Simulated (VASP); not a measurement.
# SrMg6Ni (Amm2) in VASP: a series of runs, part 2 of 3

VASP 6.6.1. Earlier steps stand in the parts before.

## (4) Hyperfine couplings, LDA, collinear spin, ferromagnetic start

INCAR

```
SYSTEM = SrMg6Ni
  PREC = Accurate
  ENCUT = 520
  EDIFF = 1E-7
  ISMEAR = -1
  SIGMA = 0.02
  LREAL = .FALSE.
  LASPH = .TRUE.
  NELM = 120
  ALGO = Normal
  ISIF = 2
  LWAVE = .FALSE.
  LCHARG = .FALSE.
  ISPIN = 2
  MAGMOM = 0 1 0 0 0 0 0 0
  LORBIT = 11
  LMAXMIX = 4
  GGA = CA
  LHYPERFINE = .TRUE.
```

KPOINTS

```
regular mesh
0
G
  6 5 5
  0 0 0
```

POSCAR

```
SrMg6Ni
1.0
    4.4852480000      0.0000000000      0.0000000000
    0.0000000000      3.1281750000      7.1187980000
    0.0000000000     -3.1281750000      7.1187980000
Sr Ni Mg
1 1 6
Direct
    0.5000000000      0.7182430000      0.7182430000
    0.0000000000      0.8957990000      0.8957990000
    0.5000000000      0.1335570000      0.1335570000
    0.5000000000      0.1652130000      0.6793490000
    0.5000000000      0.6793490000      0.1652130000
    0.0000000000      0.3051920000      0.3051920000
    0.0000000000      0.3049440000      0.7977040000
    0.0000000000      0.7977040000      0.3049440000
```

Potentials or basis: VASP PAW LDA potentials, release 64 (Sr_sv, Ni, Mg).

Launch:

```console
cat potpaw_LDA.64/Sr_sv/POTCAR potpaw_LDA.64/Ni/POTCAR potpaw_LDA.64/Mg/POTCAR > POTCAR
mpirun -np 1 vasp_std > vasp.out
```

OUTCAR:

```text
SYSTEM = SrMg6Ni
   PREC = Accurate
   ENCUT = 520
   EDIFF = 1E-7
   ISMEAR = -1
   LREAL = .FALSE.
   LASPH = .TRUE.
   NELM = 120
   ISIF = 2
   ISPIN = 2
   LORBIT = 11
   GGA = CA

 ion  position               nearest neighbor table
   1  0.500  0.718  0.718-   4 3.28   5 3.28   3 3.35   3 3.35   2 3.38   2 3.38   8 3.61   7 3.61
                             7 3.61   8 3.61   6 4.04   6 4.04   6 4.04   6 4.04
   2  0.000  0.896  0.896-   7 2.72   8 2.72   4 2.74   5 2.74   4 2.74   5 2.74   1 3.38   1 3.38

   3  0.500  0.134  0.134-   7 2.99   8 2.99   7 2.99   8 2.99   6 3.32   6 3.32   1 3.35   1 3.35
                             4 3.37   5 3.37
   4  0.500  0.165  0.679-   2 2.74   2 2.74   7 2.90   7 2.90   5 3.04   5 3.22   6 3.22   6 3.22
                             1 3.28   3 3.37
   5  0.500  0.679  0.165-   2 2.74   2 2.74   8 2.90   8 2.90   4 3.04   4 3.22   6 3.22   6 3.22
                             1 3.28   3 3.37
   6  0.000  0.305  0.305-   4 3.22   5 3.22   4 3.22   5 3.22   3 3.32   3 3.32   1 4.04   1 4.04
                             1 4.04   1 4.04
   7  0.000  0.305  0.798-   2 2.72   4 2.90   4 2.90   3 2.99   3 2.99   8 3.08   8 3.17   1 3.61
                             1 3.61
   8  0.000  0.798  0.305-   2 2.72   5 2.90   5 2.90   3 2.99   3 2.99   7 3.08   7 3.17   1 3.61
                             1 3.61

  LATTYP: Found a base centered orthorhombic cell.
 ALAT       =     6.2563500000
 B/A-ratio  =     2.2757032455
 C/A-ratio  =     0.7169112981

  Lattice vectors:

 A1 = (   0.0000000000,   3.1281750000,  -7.1187980000)
 A2 = (   0.0000000000,   3.1281750000,   7.1187980000)
 A3 = (   4.4852480000,   0.0000000000,   0.0000000000)

Analysis of symmetry for initial positions (statically):
=====================================================================
 Subroutine PRICEL returns:
 Original cell was already a primitive cell.

 Routine SETGRP: Setting up the symmetry group for a
 base centered orthorhombic supercell.

 Subroutine GETGRP returns: Found  4 space group operations
 (whereof  4 operations were pure point group operations)
 out of a pool of  8 trial point group operations.

The static configuration has the point symmetry C_2v.

Analysis of symmetry for dynamics (positions and initial velocities):
=====================================================================
 Subroutine PRICEL returns:
 Original cell was already a primitive cell.

 Routine SETGRP: Setting up the symmetry group for a
 base centered orthorhombic supercell.

 Subroutine GETGRP returns: Found  4 space group operations
 (whereof  4 operations were pure point group operations)
 out of a pool of  8 trial point group operations.

The dynamic configuration has the point symmetry C_2v.

Analysis of structural, dynamic, and magnetic symmetry:
=====================================================================
 Subroutine PRICEL returns:
 Original cell was already a primitive cell.

[... 790 lines left out ...]
      6      -1.1698      1.00000
[... 589 lines left out ...]
     21       4.1211      0.00000
     22       4.9553      0.00000

 [... further k-points ...]

------------------------ aborting loop because EDIFF is reached ----------------------------------------

  FORCE on cell =-STRESS in cart. coord.  units (eV):
  Direction    XX          YY          ZZ          XY          YZ          ZX
  --------------------------------------------------------------------------------------
  -------------------------------------------------------------------------------------
  Total       -3.4490131     -3.5529412     -4.0040015      0.0000000      0.0000000      0.0000000
  in kB      -27.6624896    -28.4960348    -32.1137223      0.0000000      0.0000000      0.0000000
  external PRESSURE =     -29.4240822 kB  Pullay stress =       0.0000000 kB

 VOLUME and BASIS-vectors are now :
 -----------------------------------------------------------------------------
  energy-cutoff  :      520.00
  volume of cell :      199.76
      direct lattice vectors                 reciprocal lattice vectors
     4.485248000  0.000000000  0.000000000     0.222953112  0.000000000  0.000000000
     0.000000000  3.128175000  7.118798000     0.000000000  0.159837605  0.070236576
     0.000000000 -3.128175000  7.118798000     0.000000000 -0.159837605  0.070236576

 POSITION                                       TOTAL-FORCE (eV/Angst)
 -----------------------------------------------------------------------------------
      2.24262      0.00000     10.22605         0.000000     -0.000000      0.095078
      0.00000      0.00000     12.75402         0.000000     -0.000000      0.201363
      2.24262      0.00000      1.90153         0.000000     -0.000000     -0.065714
      2.24262     -1.60831      6.01227         0.000000     -0.208191     -0.030082
      2.24262      1.60831      6.01227         0.000000      0.208191     -0.030082
      0.00000      0.00000      4.34520         0.000000     -0.000000      0.057952
      0.00000     -1.54144      7.84953         0.000000     -0.036473     -0.114257
      0.00000      1.54144      7.84953         0.000000      0.036473     -0.114257
 -----------------------------------------------------------------------------------
    total drift:                                0.000000      0.000000      0.000274

  FREE ENERGIE OF THE ION-ELECTRON SYSTEM (eV)
  ---------------------------------------------------
  free  energy   TOTEN  =       -18.7525725774 eV

  energy  without entropy=      -18.7476813989  energy(sigma->0) =      -18.75012699

 Fermi contact (isotropic) hyperfine coupling parameter (MHz)
 -------------------------------------------------------------
  ion      A_pw      A_1PS     A_1AE     A_1c      A_tot
 -------------------------------------------------------------
   1       0.000     0.000     0.009     0.000     0.009
   2       0.001     0.001     0.012    -0.001     0.011
   3       0.000     0.000    -0.001    -0.000    -0.001
   4      -0.000    -0.000    -0.000     0.000    -0.000
   5      -0.000    -0.000    -0.000     0.000    -0.000
   6      -0.000    -0.000    -0.000     0.000    -0.000
   7      -0.000     0.000    -0.000    -0.000    -0.000
   8      -0.000     0.000    -0.000    -0.000    -0.000
 -------------------------------------------------------------

 Dipolar hyperfine coupling parameters (MHz)
 ---------------------------------------------------------------------
  ion      A_xx      A_yy      A_zz      A_xy      A_xz      A_yz
 ---------------------------------------------------------------------
   1      -0.000     0.000    -0.000     0.000     0.000    -0.000
   2       0.000    -0.000     0.000    -0.000     0.000    -0.000
   3      -0.000     0.000    -0.000    -0.000    -0.000     0.000
   4      -0.000     0.000    -0.000     0.000     0.000    -0.000
   5      -0.000     0.000    -0.000    -0.000    -0.000     0.000
   6       0.000    -0.000     0.000    -0.000     0.000     0.000
   7       0.000     0.000    -0.000     0.000     0.000    -0.000
   8       0.000     0.000    -0.000    -0.000    -0.000     0.000
 ---------------------------------------------------------------------

 Total hyperfine coupling parameters after diagonalization (MHz)
 (convention: |A_zz| > |A_xx| > |A_yy|)
 ----------------------------------------------------------------------
  ion      A_xx      A_yy      A_zz     asymmetry (A_yy - A_xx)/ A_zz
 ----------------------------------------------------------------------
   1       0.009     0.009     0.009      -0.003
   2       0.011     0.011     0.012      -0.049
   3      -0.001    -0.001    -0.001      -0.031
   4      -0.000    -0.000    -0.000      -0.050
   5      -0.000    -0.000    -0.000      -0.050
   6      -0.000    -0.000    -0.000      -0.062
   7      -0.000    -0.000    -0.000      -0.024
   8      -0.000    -0.000    -0.000      -0.024
 ---------------------------------------------------------------------

 total charge

# of ion       s       p       d       tot
------------------------------------------
    1        2.036   5.746   0.215   7.997
    2        0.468   0.241   8.420   9.128
    3        0.256   0.122   0.009   0.387
    4        0.235   0.132   0.014   0.381
    5        0.235   0.132   0.014   0.381
    6        0.207   0.099   0.007   0.314
    7        0.244   0.130   0.012   0.385
    8        0.244   0.130   0.012   0.385
--------------------------------------------------
tot          3.924   6.731   8.704  19.359

 magnetization (x)

# of ion       s       p       d       tot
------------------------------------------
    1       -0.000   0.000   0.000   0.000
    2        0.000  -0.000  -0.000  -0.000
    3        0.000  -0.000  -0.000  -0.000
    4        0.000   0.000   0.000   0.000
    5        0.000   0.000   0.000   0.000
    6        0.000   0.000   0.000   0.000
    7       -0.000   0.000   0.000  -0.000
    8       -0.000   0.000   0.000  -0.000
--------------------------------------------------
tot         -0.000   0.000  -0.000  -0.000
```

It took 5.2 min on 1 thread of Intel Xeon 6975P-C (Granite Rapids), shared host; peak memory 0.5 GiB.

What came out:

* Free energy: -18.7526 eV
* Pressure: -2.9 GPa
* Largest force: 0.210 eV/Å
* Band gap on the k mesh: none (metal or under the smearing width)
* Net moment: 0.00 μB per cell
* Valence electrons inside the program's atomic spheres: Sr 8.00; Ni 9.13; Mg 0.39, 0.38, 0.31

Forces on the atoms (eV/Å):
```
Sr   0.000  0.000  0.095
Ni   0.000  0.000  0.201
Mg   0.000  0.000 -0.066
Mg   0.000 -0.208 -0.030
Mg   0.000  0.208 -0.030
Mg   0.000  0.000  0.058
Mg   0.000 -0.036 -0.114
Mg   0.000  0.036 -0.114
```

Stress tensor (GPa, compression positive):
```
-2.77  0.00  0.00
 0.00 -2.85  0.00
 0.00  0.00 -3.21
```

Hyperfine coupling, principal values (MHz):
```
atom         values
1 Sr  0.0, 0.0, 0.0
2 Ni  0.0, 0.0, 0.0
3 Mg  0.0, 0.0, 0.0
4 Mg  0.0, 0.0, 0.0
5 Mg  0.0, 0.0, 0.0
6 Mg  0.0, 0.0, 0.0
7 Mg  0.0, 0.0, 0.0
8 Mg  0.0, 0.0, 0.0
```

[end of part 2 of 3]
